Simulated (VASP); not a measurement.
Consider the following.

```
CELL_PARAMETERS angstrom
      0.00000     2.94667     2.94667
      2.94667     0.00000     2.94667
      2.94667     2.94667     0.00000
ATOMIC_POSITIONS crystal
  N  0.00000 0.00000 0.00000
  Fe 0.50000 0.50000 0.50000
  Fe 0.25000 0.25000 0.25000
  Fe 0.75000 0.75000 0.75000
```
Starting moments (μB, in the order of the record's atoms N Fe Fe Fe): 0.0 4.0 4.0 4.0.

Level of theory: PBE GGA, VASP's PBE PAW potentials (set 64) (plane waves; VASP). Numerical set-up: 520 eV cut-off, 6×6×6 Γ-centred mesh, Gaussian smearing of 0.050 eV, potentials N Fe.

The moments were started parallel, and other spin orders were not tried in this run.

Problem. Predict the cell moment, energy per atom (σ→0), pressure, band gap (on the k-mesh) with the smallest direct gap where there is one.

Solution. 
band gap (on the k-mesh): none (metal, semimetal or under 0.01 eV)
cell moment: 9.43 μB
energy per atom (σ→0): -7.135 eV/atom
pressure: -17.49 GPa

Problem. Give the moment on each site (PAW-sphere projection).

Solution. 
```json
[
 {"site": "N1", "moment (μB)": "0.38"},
 {"site": "Fe2", "moment (μB)": "2.76"},
 {"site": "Fe3", "moment (μB)": "3.05"},
 {"site": "Fe4", "moment (μB)": "3.05"}
]
```

Only differences to runs with the same potentials and settings are physical.

The structure was generated: Fe3N was put into the D03 type (Fm-3m), which need not be its known phase. The cell was not relaxed at this level. The k-mesh is coarse (spacing up to 0.31 per Å, 2π included), so the numbers may not be converged in it.
